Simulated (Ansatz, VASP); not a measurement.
# ZnO (zincite) in two plane-wave programs

One calculation is typed for both programs; each brings its own data sets. How far apart do they land? The cell is taken from a series of runs on this material, whose earlier steps may have relaxed, scaled, displaced or heated it; both programs get it as it stands.

Main program and level: Ansatz 0.2.0; plane waves, with VASP 6.6.1 beside it; zone-centre phonons at PBE.

## Step 1: Starting point

It takes space group P6_3mc (No. 186, hexagonal). Conventional cell: a = 3.301 Å, b = 3.301 Å, c = 5.330 Å, α = 90.00°, β = 90.00°, γ = 120.00°. Nearest to O lie 4 Zn at 2.01 to 2.02 Å. Zn has 4 O at 2.01 to 2.02 Å nearest. Farther neighbours and most contacts between anions are not listed.

## Step 2: Ansatz: zone-centre phonons, PBE

Ansatz runs on its PAW soft_1 files.

Second derivatives magnify differences that forces hide, and they need a tight electronic threshold.

input.yaml

```yaml
crystal:
  lattice:
    - [3.3014744294, 0.0, 0.0]
    - [-1.6507372147, 2.8591607258, 0.0]
    - [0.0, 0.0, 5.3298708577]
  atoms:
    - { symbol: O, position: [0.6666666667, 0.3333333333, 0.3790301662] }
    - { symbol: O, position: [0.3333333333, 0.6666666667, 0.8790301662] }
    - { symbol: Zn, position: [0.3333333333, 0.6666666667, 0.4999798338] }
    - { symbol: Zn, position: [0.6666666667, 0.3333333333, -2.01662e-05] }
kpoints:
  mp_grid: { grid: [15, 15, 10] }
hamiltonian:
  xc: pbe
  pseudopotentials: { kind: paw, azcp: { folder: soft_1 } }
scf:
  occupations: { method: fixed }
output:
  eigenvalues: true
phonons:
  method: dfpt
  dielectric: true
  rigid_motions: translations
```

Started as:

```
> ansatz run input.yaml --threads 4 --pin off --max-ram 16384MiB --backend cpu --events-out ev --progress --plain --runs-dir out
```

Numbers of over 12 decimals in the logs are rounded to 6 here.

What it wrote:

```text
Engine: ansatz 0.2.0, aarch64-unknown-linux-gnu
Pseudopotentials: kind: paw
Pseudopotential: O, paw, valence charge 6, recommended cutoff 420 eV (normal), soft_1/O.paw.azcp
Pseudopotential: Zn, paw, valence charge 12, recommended cutoff 420 eV (normal), soft_1/Zn.paw.azcp
Functional definition: PBE
  parameter kappa = 0.804
  parameter beta = 0.066725
  exchange = pbe_x(kappa = kappa, mu = beta*pi^2/3)
  correlation = pbe_c(beta = beta)
Crystal: 4 atoms, lattice volume = 50.311 Å³
Basis set: ecut = 420 eV, 989 PW (Γ), exchange–correlation on 48×48×72 points (8 copies of the dense FFT grid, shifted against one another)
Bands: 22, of which v1, the nominal top of the filled ones, is band 18 counted from 1 (17 counted from 0)
Symmetry: 12 space group operations
k-points: 608 of 2250 (irreducible under 2 space group operations, time reversal used)
Non-local potential: O, projectors of the file, l = 0: 2, l = 1: 2, l = 2: 1
Non-local potential: Zn, projectors of the file, l = 0: 2, l = 1: 2, l = 2: 3, l = 3: 1
PAW form: soft (Blöchl's): semilocal exchange-correlation on the pseudo side does not see the compensation charge
PAW one-centre angular grid: O, 110 points (default); XC on 64 Gauss nodes
PAW one-centre angular grid: Zn, 590 points (default); XC on 64 Gauss nodes
Initial density: superposition of atomic densities (chi_scale 0.1, normalization cell, long waves kept (reshape's long-wave potential 0.00 eV rms))
Initial wavefunctions: pseudopotential atomic-orbital guess
Functional: x = pbe(κ = 0.804, μ = 0.219515), c = pbe(β = 0.066725)
SCF iter   1: F=—  HF=-7774.645480 eV  |F-HF|=—  |Δ(HF+E_count)|=         —  Δρ=1.08e-1  dr2=3.10e0  ethr=3.10e-3  ⟨swp⟩=4.4  Hψ=59829  notcnv=0  defer=1094
preconditioner: auto → Resta (q_TF=auto, 2.580 Å⁻¹)  ε∞=6.4  [insulator: Δε(μ)=1.039 eV  Ē_g=13.528 eV  n_scr=22 (ndim 8)  ℏωp=31.4 eV  f_vac=0.002  ε∞_Penn≈6.4]
SCF iter   2: F=—  HF=-7773.798426 eV  |F-HF|=—  |Δ(HF+E_count)|=   8.47e-1  Δρ=2.25e-2  dr2=2.38e-1  ethr=3.10e-3  ⟨swp⟩=2.2  Hψ=30237  notcnv=0  defer=379
SCF iter   3: F=—  HF=-7773.692689 eV  |F-HF|=—  |Δ(HF+E_count)|=   1.06e-1  Δρ=1.83e-2  dr2=1.35e-1  ethr=6.62e-4  ⟨swp⟩=2.0  Hψ=29217  notcnv=0  defer=1183
SCF iter   4: F=—  HF=-7773.685442 eV  |F-HF|=—  |Δ(HF+E_count)|=   7.25e-3  Δρ=7.17e-3  dr2=1.40e-2  ethr=3.74e-4  ⟨swp⟩=2.0  Hψ=24322  notcnv=0  defer=1214
SCF iter   5: F=—  HF=-7773.696031 eV  |F-HF|=—  |Δ(HF+E_count)|=   1.06e-2  Δρ=2.07e-3  dr2=1.46e-3  ethr=3.89e-5  ⟨swp⟩=2.8  Hψ=29934  notcnv=0  defer=1216
SCF iter   6: F=—  HF=-7773.696354 eV  |F-HF|=—  |Δ(HF+E_count)|=   3.23e-4  Δρ=4.19e-4  dr2=1.01e-4  ethr=4.07e-6  ⟨swp⟩=2.4  Hψ=22345  notcnv=0  defer=1216
SCF iter   7: F=—  HF=-7773.696460 eV  |F-HF|=—  |Δ(HF+E_count)|=   1.06e-4  Δρ=1.83e-4  dr2=1.19e-5  ethr=2.81e-7  ⟨swp⟩=2.0  Hψ=25280  notcnv=0  defer=1177
SCF iter   8: F=—  HF=-7773.696463 eV  |F-HF|=—  |Δ(HF+E_count)|=   2.85e-6  Δρ=6.31e-5  dr2=1.47e-6  ethr=3.30e-8  ⟨swp⟩=2.0  Hψ=24309  notcnv=0
SCF iter   9: F=—  HF=-7773.696464 eV  |F-HF|=—  |Δ(HF+E_count)|=   9.57e-7  Δρ=1.22e-5  dr2=7.06e-8  ethr=4.07e-9  ⟨swp⟩=2.0  Hψ=23324  notcnv=0
SCF iter  10: F=—  HF=-7773.696464 eV  |F-HF|=—  |Δ(HF+E_count)|=   1.18e-7  Δρ=2.01e-6  dr2=2.20e-9  ethr=1.96e-10  ⟨swp⟩=2.0  Hψ=23581  notcnv=0
SCF iter  11: F=-7773.696464 eV  HF=-7773.696464 eV  |F-HF|=2.64e-11  |Δ(HF+E_count)|=   2.28e-9  Δρ=2.68e-7  dr2=4.11e-11  ethr=1.00e-12  ⟨swp⟩=7.0  Hψ=90434  notcnv=0
SCF 1 converged in 11 iterations: F = -7773.696464 eV  dr2 = 4.11e-11
  greatest PAW one-centre occupation: 0.987 electrons in one spin orbital (limit 2), on the Zn atom at site 2 (counted from 0), in its partial waves of l = 2
NSCF: frozen V_eff on 4 k-points
DFPT response loops at Γ: preconditioner auto → Resta (q_TF=auto, 2.580 Å⁻¹)  ε∞=9.2 (no band partly filled); β = 1.00, the filter's whole step (`scf.mixing.beta` (0.50) is not read by the response loops at its default; to damp them type it under 1.00, their step now; it binds the ground state too); Broyden in place of MSR1
── the response to a field inside a basis, on 16×16×10 k-points: an SCF that follows is theirs, and a resumed run solves both again ──
Bands: 19, of which v1, the nominal top of the filled ones, is band 18 counted from 1 (17 counted from 0)
k-points: 360 of 2560 (irreducible under 4 space group operations, time reversal used)
Initial density: handed on by an earlier stage of this run
Initial wavefunctions: pseudopotential atomic-orbital guess (no wavefunctions were taken with the density)
Eigensolver: Dense (360 Hₖ)
SCF iter   1: F=—  HF=-7773.696149 eV  |F-HF|=—  |Δ(HF+E_count)|=         —  Δρ=4.21e-4  dr2=2.19e-5  ethr=1.00e-1
preconditioner: auto → Resta (q_TF=auto, 2.580 Å⁻¹)  ε∞=11.0  [insulator: Δε(μ)=0.916 eV  Ē_g=9.951 eV  n_scr=22 (ndim 8)  ℏωp=31.4 eV  f_vac=0.046  ε∞_Penn≈11.0]
SCF iter   2: F=—  HF=-7773.696152 eV  |F-HF|=—  |Δ(HF+E_count)|=   3.79e-6  Δρ=3.89e-4  dr2=3.40e-5  ethr=6.09e-8
SCF iter   3: F=—  HF=-7773.696151 eV  |F-HF|=—  |Δ(HF+E_count)|=   1.03e-6  Δρ=7.53e-5  dr2=8.21e-7  ethr=6.09e-8
SCF iter   4: F=—  HF=-7773.696149 eV  |F-HF|=—  |Δ(HF+E_count)|=   2.77e-6  Δρ=2.22e-5  dr2=1.02e-7  ethr=2.28e-9
SCF iter   5: F=-7773.696149 eV  HF=-7773.696149 eV  |F-HF|=5.10e-8  |Δ(HF+E_count)|=   2.52e-7  Δρ=1.74e-5  dr2=7.65e-8  ethr=2.84e-10
SCF 1 converged in 5 iterations: F = -7773.696149 eV  dr2 = 7.65e-8
  greatest PAW one-centre occupation: 0.987 electrons in one spin orbital (limit 2), on the Zn atom at site 3 (counted from 0), in its partial waves of l = 2
DFPT response loops at Γ: preconditioner auto → Resta (q_TF=auto, 2.580 Å⁻¹)  ε∞=8.1 (no band partly filled); β = 1.00, the filter's whole step (`scf.mixing.beta` (0.50) is not read by the response loops at its default; to damp them type it under 1.00, their step now; it binds the ground state too); Broyden in place of MSR1
WARN: field response: ε∞ stands inside a basis, on 16×16×10 points; the force constants stand on the 15×15×10 k-mesh, whose period is 11.80 times the interband length at k = (0.0000, 0.0000, 0.0000), direct gap 0.711 eV, under 14: take them and everything formed from them as unconverged, and compare with a denser kpoints.mp_grid
SCF converged after 11 iterations
Free energy (F): -7773.696464 eV
Harris-Foulkes:  -7773.696464 eV  (|F-HF|=2.64e-11)
Internal energy: -7773.696464 eV  (E = F + TS)
E sigma→0 (E₀):  -7773.696464 eV
Fermi energy:    6.379857 eV
--- Per-component energies (eV) ---
  E_band       = 41.153176
  E_kinetic    = 626.837935
  E_local      = -4523.035402  (includes V_loc(G=0)·N_el)
  E_nonlocal   = 1755.479562
  E_hartree    = 1698.886181
  E_xc         = -297.419966
  E_vxc        = -281.315308  (∫ρ·V_xc dr)
  E_paw        = -4125.884340  (= ΣΔE_a)
  E_vpaw       = -934.586801  (= ΣTr[D̂ρ^β])
  E_aug_tail   = 0.000866  (compensation charges beyond the density's cutoff)
  E_ewald      = -2908.561300
  E_smearing   = -0.000000  (= −TS)
  E_closure    = 0.000000  (closes the sum)
  Σ components = -7773.696464   (vs F -7773.696464, Δ=0.00e0)
--- Band table (eV; the first three rows and the last of 608) ---
  k-point 0: bands = [... 14 lower, 5.6513, 6.3059, 6.3799, 6.3799, 7.0911, 11.4134, 14.3854, 19.0325]
  k-point 1: bands = [... 14 lower, 5.6695, 6.0362, 6.3625, 6.3625, 7.3910, 11.3289, 14.4613, 19.0339]
  k-point 2: bands = [... 14 lower, 5.7222, 5.7222, 6.3118, 6.3118, 7.9273, 11.0871, 14.6856, 18.8389]
  k-point 607: bands = [... 14 lower, 3.8786, 3.9309, 5.2572, 5.3892, 11.6485, 13.8069, 14.7192, 14.7992]
--- Phonons (Γ-DFPT): 4 representative perturbations + reference, on 608 of 2250 k-points (Σ response iterations 16) ---
  k mesh reduced under 2 symmetry operations, with k and −k counted as one. Each operation leaves every solved perturbation unchanged. A smaller set is not considered because the run solves the response to a homogeneous field
  ASR residual: 1.965e-4 → 0.000e0 eV/Å²; symmetrization residual: 1.074e-6 eV/Å²
  ASR residual per site (eV/Å²): 1.96e-4 1.96e-4 8.63e-5 8.63e-5
  Γ frequencies (cm⁻¹): 0.00 0.00 0.00 92.92 92.92 240.22 330.70 351.04 351.04 380.07 380.07 495.74
  ε∞ (high-frequency dielectric tensor):
        5.282893     0.000000    -0.000000
       -0.000000     5.282893     0.000000
       -0.000000    -0.000000     5.340700
  ε⁰ (static dielectric tensor: ions relaxed, cell fixed):
       10.917677    -0.000000    -0.000000
       -0.000000    10.917677     0.000000
       -0.000000     0.000000    12.027968
  ε⁰ − ε∞ (ionic part):
        5.634784    -0.000000    -0.000000
       -0.000000     5.634784     0.000000
       -0.000000     0.000000     6.687268
  softest optical mode at Γ: 92.92 cm⁻¹; the repairs (sum rule, projections) moved no ω² at Γ by more than (1.89 cm⁻¹)²
  Born effective charges Z* (e; rows j = field, columns β = displacement):
    site 0:
        -2.13606    0.00000    0.00000
         0.00000   -2.13606   -0.00000
         0.00000    0.00000   -2.19221
    site 1:
        -2.13606    0.00000   -0.00000
        -0.00000   -2.13606    0.00000
        -0.00000   -0.00000   -2.19221
    site 2:
         2.13606   -0.00000   -0.00000
        -0.00000    2.13606   -0.00000
        -0.00000   -0.00000    2.19221
    site 3:
         2.13606   -0.00000   -0.00000
        -0.00000    2.13606    0.00000
         0.00000    0.00000    2.19221
  Z* charge neutrality: 1.966e-3 e pre-enforcement
  solved inside a basis spanned on kpoints, on 16×16×10 k-points, its susceptibility summed on 24×24×14: ε∞ is read to err by 2.4e-2, Z* by 2.3e-2 e (field_mesh: kpoints solves on kpoints); Z* is corrected for what the basis lacks
  optical modes at Γ without the LO–TO term, one row a degenerate level:
      ω (cm⁻¹)  modes    IR ((D/Å)²/amu)
         92.92      2             0.0000
        240.22      1             0.0000
        330.70      1            17.2517
[...]
optical modes at Γ + LO–TO along q̂ = [1.0000, 0.0000, 0.0000]:
      ω (cm⁻¹)  modes    IR ((D/Å)²/amu)
[...]
optical modes at Γ + LO–TO along q̂ = [0.0000, 1.0000, 0.0000]:
      ω (cm⁻¹)  modes    IR ((D/Å)²/amu)
[...]
495.74      1             0.0000
        504.64      1            16.3793
  optical modes at Γ + LO–TO along q̂ = [0.0000, 0.0000, 1.0000]:
      ω (cm⁻¹)  modes    IR ((D/Å)²/amu)
         92.92      2             0.0000
        240.22      1             0.0000
        351.04      2            32.7585
        380.07      2             0.0000
        495.74      1             0.0000
        496.29      1            17.2517
```

Reading the cycles: dr2 is the Hartree energy of the density residual (eV), the measure of convergence; HF is the Harris–Foulkes estimate of the energy, which meets the free energy F at convergence.

[end of part 1 of 3]

[Lines on the potential files, build, host, timing and source positions are cut from VASP's logs without a mark.]

[Logs are printed without paths, hosts, clocks, repeated set-up lines and the standing remarks that a program may print on its own settings, such as how far it seeks lower states.]

[Hosts, paths, dates, database ids (printed as entryN), source tags and the programs' standing remarks are cut or masked in the printed files.]
